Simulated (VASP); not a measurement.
# CrFeO2 (P6_3/mmc) in VASP: a series of runs, part 2 of 2

VASP 6.6.1.

## 3. Single point, r2SCAN

The input, POSCAR:

```
CrFeO2
1.0
    1.3625246117      2.3599618541      0.0000000000
   -1.3625246117      2.3599618541      0.0000000000
    0.0000000000      0.0000000000     11.8046707684
Cr O Fe
2 4 2
Direct
    0.3333333333      0.3333333333      0.2500000000
    0.6666666667      0.6666666667      0.7500000000
    0.3333333333      0.3333333333      0.0940585195
    0.6666666667      0.6666666667      0.5940585195
    0.3333333333      0.3333333333      0.4059414805
    0.6666666667      0.6666666667      0.9059414805
    0.0000000000      0.0000000000      0.0000000000
    0.0000000000      0.0000000000      0.5000000000
```

The input, INCAR.step1:

```
SYSTEM = CrFeO2
PREC     = Accurate       ! precision mode
ENCUT    = 520            ! plane-wave cutoff, eV
ISMEAR   = -1             ! smearing method
SIGMA    = 0.1            ! smearing width, eV
LREAL    = .False.        ! projectors in reciprocal space
LASPH    = .True.         ! aspherical terms in the spheres
NELM     = 100            ! most SCF steps
NBANDS   = 42             ! bands
GGA      = PE             ! functional
ALGO     = Normal         ! electronic algorithm
EDIFF    = 1E-4           ! SCF threshold, eV
LWAVE    = .True.         ! write WAVECAR
LCHARG   = .False.        ! write CHGCAR
```

The input, INCAR.step2:

```
SYSTEM = CrFeO2
PREC     = Accurate       ! precision mode
ENCUT    = 520            ! plane-wave cutoff, eV
EDIFF    = 1E-7           ! SCF threshold, eV
ISMEAR   = -1             ! smearing method
SIGMA    = 0.1            ! smearing width, eV
LREAL    = .False.        ! projectors in reciprocal space
LASPH    = .True.         ! aspherical terms in the spheres
NELM     = 100            ! most SCF steps
ALGO     = Normal         ! electronic algorithm
ISIF     = 2              ! what is computed and relaxed
LWAVE    = .False.        ! write WAVECAR
LCHARG   = .False.        ! write CHGCAR
METAGGA  = R2SCAN         ! meta-GGA
LMIXTAU  = .True.       
NBANDS   = 42             ! bands
ISTART   = 1
```

The input, KPOINTS:

```
regular mesh
0
Gamma
  7 7 2
  0 0 0
```

Potentials or basis: VASP PAW PBE potentials, release 64 (Cr_pv, O, Fe).

Command:

```console
cat potpaw_PBE.64/Cr_pv/POTCAR potpaw_PBE.64/O/POTCAR potpaw_PBE.64/Fe/POTCAR > POTCAR
cp INCAR.step1 INCAR
mpirun -np 1 vasp_std > vasp.out
cp INCAR.step2 INCAR
mpirun -np 1 vasp_std > vasp.out
```

OUTCAR:

```text
SYSTEM = CrFeO2
   PREC = Accurate
   ENCUT = 520
   EDIFF = 1E-7
   ISMEAR = -1
   LREAL = .False.
   LASPH = .True.
   NELM = 100
   ISIF = 2
   METAGGA = R2SCAN
   ISTART = 1

 ion  position               nearest neighbor table
   1  0.333  0.333  0.250-   3 1.84   5 1.84
   2  0.667  0.667  0.750-   4 1.84   6 1.84
   3  0.333  0.333  0.094-   1 1.84   7 1.93   7 1.93   7 1.93
   4  0.667  0.667  0.594-   2 1.84   8 1.93   8 1.93   8 1.93
   5  0.333  0.333  0.406-   1 1.84   8 1.93   8 1.93   8 1.93
   6  0.667  0.667  0.906-   2 1.84   7 1.93   7 1.93   7 1.93
   7  0.000  0.000  0.000-   3 1.93   6 1.93   6 1.93   6 1.93   3 1.93   3 1.93
   8  0.000  0.000  0.500-   4 1.93   5 1.93   4 1.93   4 1.93   5 1.93   5 1.93

  LATTYP: Found a hexagonal cell.
 ALAT       =     2.7250492235
 C/A-ratio  =     4.3319110227

  Lattice vectors:

 A1 = (   1.3625246117,  -2.3599618541,   0.0000000000)
 A2 = (   1.3625246117,   2.3599618541,   0.0000000000)
 A3 = (   0.0000000000,   0.0000000000,  11.8046707684)

Analysis of symmetry for initial positions (statically):
=====================================================================
 Subroutine PRICEL returns:
 Original cell was already a primitive cell.

 Routine SETGRP: Setting up the symmetry group for a
 hexagonal supercell.

 Subroutine GETGRP returns: Found 24 space group operations
 (whereof 12 operations were pure point group operations)
 out of a pool of 24 trial point group operations.

The static configuration has the point symmetry D_3d.
 The point group associated with its full space group is D_6h.

Analysis of symmetry for dynamics (positions and initial velocities):
=====================================================================
 Subroutine PRICEL returns:
 Original cell was already a primitive cell.

 Routine SETGRP: Setting up the symmetry group for a
 hexagonal supercell.

 Subroutine GETGRP returns: Found 24 space group operations
 (whereof 12 operations were pure point group operations)
 out of a pool of 24 trial point group operations.
[... 130 lines left out ...]
   METAGGA = R2SCAN    functional components
   LHFCALC =     F    Hartree Fock is set to
   AEXX    =    0.0000 exact exchange contribution
   IVDW    =     0    specifies the selected vdW correction
   LEPSILON=     F    determine dielectric tensor
   LRPA    =     F    only Hartree local field effects (RPA)
 non-spin polarized calculation
  energy-cutoff  :      520.00
  volume of cell :       75.92
 maximum number of plane-waves:      2069
   NGX = 11   NGY = 11   NGZ = 43

 number of electron      64.0000027 magnetization

 Free energy of the ion-electron system (eV)
  ---------------------------------------------------
  ext. energy  EPLUGINS =         0.00000000
  ---------------------------------------------------
  free energy    TOTEN  =       -89.43711105 eV

  energy without entropy =      -89.16099882  energy(sigma->0) =      -89.29905494

 E-fermi :   7.1269     XC(G=0): -13.4595

 val. band max:        7.0421244774   @ k =  -0.4286   0.1429   0.0000
 cond. band min:       7.1491049178   @ k =  -0.4286   0.2857   0.0000
 fundamental gap:      0.1069804404
 Fermi energy:         7.1268807423

 k-point     1 :       0.0000    0.0000    0.0000
  band No.  band energies     occupation
      1     -38.3794      2.00000
      2     -38.3792      2.00000
      3     -37.4967      2.00000
      4     -37.4967      2.00000
      5     -37.4966      2.00000
      6     -37.4966      2.00000
[... 709 lines left out ...]
     41       9.9040      0.00000
     42       9.9040      0.00000

------------------------ aborting loop because EDIFF is reached ----------------------------------------

  FORCE on cell =-STRESS in cart. coord.  units (eV):
  Direction    XX          YY          ZZ          XY          YZ          ZX
  --------------------------------------------------------------------------------------
  -------------------------------------------------------------------------------------
  Total        0.9668727      0.9668727      0.9367264      0.0000000      0.0000000      0.0000000
  in kB       20.4054733     20.4054734     19.7692465      0.0000000      0.0000000      0.0000000
  external PRESSURE =      20.1933977 kB  Pullay stress =       0.0000000 kB

 VOLUME and BASIS-vectors are now :
 -----------------------------------------------------------------------------
  energy-cutoff  :      520.00
  volume of cell :       75.92
      direct lattice vectors                 reciprocal lattice vectors
     1.362524612  2.359961854  0.000000000     0.366965848  0.211867831  0.000000000
    -1.362524612  2.359961854  0.000000000    -0.366965848  0.211867831  0.000000000
     0.000000000  0.000000000 11.804670768     0.000000000  0.000000000  0.084712231

 POSITION                                       TOTAL-FORCE (eV/Angst)
 -----------------------------------------------------------------------------------
      0.00000      1.57331      2.95117        -0.000000      0.000000     -0.000000
      0.00000      3.14662      8.85350        -0.000000     -0.000000      0.000000
      0.00000      1.57331      1.11033         0.000000      0.000000      0.167330
      0.00000      3.14662      7.01267         0.000000     -0.000000      0.167330
      0.00000      1.57331      4.79201         0.000000      0.000000     -0.167330
      0.00000      3.14662     10.69434         0.000000     -0.000000     -0.167330
      0.00000      0.00000      0.00000         0.000000     -0.000000      0.000000
      0.00000      0.00000      5.90234         0.000000     -0.000000      0.000000
 -----------------------------------------------------------------------------------
    total drift:                               -0.000000     -0.000000     -0.000000

  FREE ENERGIE OF THE ION-ELECTRON SYSTEM (eV)
  ---------------------------------------------------
  free  energy   TOTEN  =       -89.4371110511 eV

  energy  without entropy=      -89.1609988235  energy(sigma->0) =      -89.29905494
```

OSZICAR.step1:

```text
N       E                     dE             d eps       ncg     rms          rms(c)
DAV:   1     0.812385089419E+03    0.81239E+03   -0.33007E+04  1400   0.187E+03
DAV:   2     0.498332424700E+02   -0.76255E+03   -0.71740E+03  1366   0.509E+02
DAV:   3    -0.668211568111E+02   -0.11665E+03   -0.10869E+03  1622   0.200E+02
DAV:   4    -0.748411037022E+02   -0.80199E+01   -0.73275E+01  1834   0.498E+01
[... 11 lines left out ...]
DAV:  16    -0.616730260519E+02    0.88979E-02   -0.37125E-03  2016   0.439E-01    0.272E+00
DAV:  17    -0.616607023891E+02    0.12324E-01   -0.57955E-03  1950   0.657E-01    0.171E+00
DAV:  18    -0.616520991751E+02    0.86032E-02   -0.11709E-02  2016   0.937E-01    0.415E-01
DAV:  19    -0.616516140082E+02    0.48517E-03   -0.14915E-03  2054   0.273E-01    0.114E-01
DAV:  20    -0.616516143316E+02   -0.32337E-06   -0.34433E-05   690   0.453E-02
   1 F= -.61651614E+02 E0= -.61444283E+02  d E =-.414663E+00
```

Run time: 4.3 min. Hardware: 1 thread of Intel Xeon 6975P-C (Granite Rapids), shared host; peak memory 0.21 GiB.

What came out:

```
Free energy            : -89.4371 eV
Pressure               : 2.0 GPa
Largest force          : 0.167 eV/Å
Band gap on the k mesh : none (metal or under the smearing width)
```

Forces in eV/Å, atoms in the order of the input:
```
Cr   0.000  0.000  0.000
Cr   0.000  0.000  0.000
O    0.000  0.000  0.167
O    0.000  0.000  0.167
O    0.000  0.000 -0.167
O    0.000  0.000 -0.167
Fe   0.000  0.000  0.000
Fe   0.000  0.000  0.000
```

Levels at points of the mesh, in eV from the Fermi level:
```csv
k point,band 30,band 31,band 32,band 33,band 34,band 35
"(0.00, 0.00, 0.00)",-0.75,-0.33,-0.33,-0.32,-0.32,0.47
"(0.00, 0.00, 0.50)",-0.95,-0.32,-0.32,-0.32,-0.32,0.83
```

Caveat: the k mesh is coarse (spacing up to 0.38 Å⁻¹), so the values aren't converged; the PAW data sets were made with another functional, which shifts forces and pressure a little; the run has no spin polarisation, though such a crystal can be magnetic; semilocal functionals often make such compounds metallic where correlation or magnetic order opens a gap, which also shifts bond lengths. Spin polarisation is off, so any magnetic state and its effect on volume and gap are missing.

## 4. Single point, r2SCAN

The input, POSCAR:

```
CrFeO2
1.0
    1.3625141727      2.3599437731      0.0000000000
   -1.3625141727      2.3599437731      0.0000000000
    0.0000000000      0.0000000000     11.7954203113
Cr O Fe
2 4 2
Direct
    0.3333333333      0.3333333333      0.2500000000
    0.6666666667      0.6666666667      0.7500000000
    0.3333333333      0.3333333333      0.0942552314
    0.6666666667      0.6666666667      0.5942552314
    0.3333333333      0.3333333333      0.4057447686
    0.6666666667      0.6666666667      0.9057447686
    0.0000000000      0.0000000000      0.0000000000
    0.0000000000      0.0000000000      0.5000000000
```

The input, INCAR.step1:

```
SYSTEM = CrFeO2
ALGO     = Normal         ! electronic algorithm
EDIFF    = 1E-4           ! SCF threshold, eV
ENCUT    = 520            ! plane-wave cutoff, eV
GGA      = PE             ! functional
ISMEAR   = 1              ! smearing method
LASPH    = .TRUE.         ! aspherical terms in the spheres
LCHARG   = .FALSE.        ! write CHGCAR
LREAL    = .FALSE.        ! projectors in reciprocal space
LWAVE    = .TRUE.         ! write WAVECAR
NBANDS   = 42             ! bands
NELM     = 100            ! most SCF steps
PREC     = Accurate       ! precision mode
SIGMA    = 0.005          ! smearing width, eV
```

The input, INCAR.step2:

```
SYSTEM = CrFeO2
ALGO     = Normal         ! electronic algorithm
EDIFF    = 1E-7           ! SCF threshold, eV
ENCUT    = 520            ! plane-wave cutoff, eV
ISIF     = 2              ! what is computed and relaxed
ISMEAR   = 1              ! smearing method
ISTART   = 1            
LASPH    = .TRUE.         ! aspherical terms in the spheres
LCHARG   = .FALSE.        ! write CHGCAR
LMIXTAU  = .TRUE.       
LREAL    = .FALSE.        ! projectors in reciprocal space
LWAVE    = .FALSE.        ! write WAVECAR
METAGGA  = R2SCAN         ! meta-GGA
NBANDS   = 42             ! bands
NELM     = 100            ! most SCF steps
PREC     = Accurate       ! precision mode
SIGMA    = 0.005          ! smearing width, eV
```

The input, KPOINTS:

```
k-points
0
G
  7 7 2
  0 0 0
```

Command:

```console
cat potpaw_PBE.64/Cr_pv/POTCAR potpaw_PBE.64/O/POTCAR potpaw_PBE.64/Fe/POTCAR > POTCAR
cp INCAR.step1 INCAR
mpirun -np 1 vasp_std > vasp.out
cp INCAR.step2 INCAR
mpirun -np 1 vasp_std > vasp.out
```

Run time: 8.1 min. Hardware: 1 thread of Intel Xeon 6975P-C (Granite Rapids), shared host; peak memory 0.21 GiB.

The run converged. Its results:

```yaml
Free_energy: -89.3127 eV
Pressure: 2.0 GPa
Largest_force: 0.186 eV/Å
Band_gap_on_the_k_mesh: none (metal or under the smearing width)
```

Forces on the atoms (eV/Å):
```
Cr   0.000  0.000  0.000
Cr   0.000  0.000  0.000
O    0.000  0.000  0.186
O    0.000  0.000  0.186
O    0.000  0.000 -0.186
O    0.000  0.000 -0.186
Fe   0.000  0.000  0.000
Fe   0.000  0.000  0.000
```

Stress tensor (GPa, compression positive):
```
2.09 0.00 0.00
0.00 2.09 0.00
0.00 0.00 1.94
```

Levels at points of the mesh, in eV from the Fermi level:
```tsv
k point	band 28	band 29	band 30	band 31	band 32	band 33	band 34	band 35	band 36	band 37
(0.00, 0.00, 0.00)	-1.27	-1.26	-0.78	-0.36	-0.36	-0.35	-0.35	0.43	0.43	1.27
(0.00, 0.00, 0.50)	-1.28	-0.98	-0.98	-0.35	-0.35	-0.35	-0.35	0.79	0.79	0.79
```

Caveat: the k mesh is coarse (spacing up to 0.38 Å⁻¹), so the values aren't converged; the PAW data sets were made with another functional, which shifts forces and pressure a little; the run has no spin polarisation, though such a crystal can be magnetic; semilocal functionals often make such compounds metallic where correlation or magnetic order opens a gap, which also shifts bond lengths. Spin polarisation is off, so any magnetic state and its effect on volume and gap are missing.
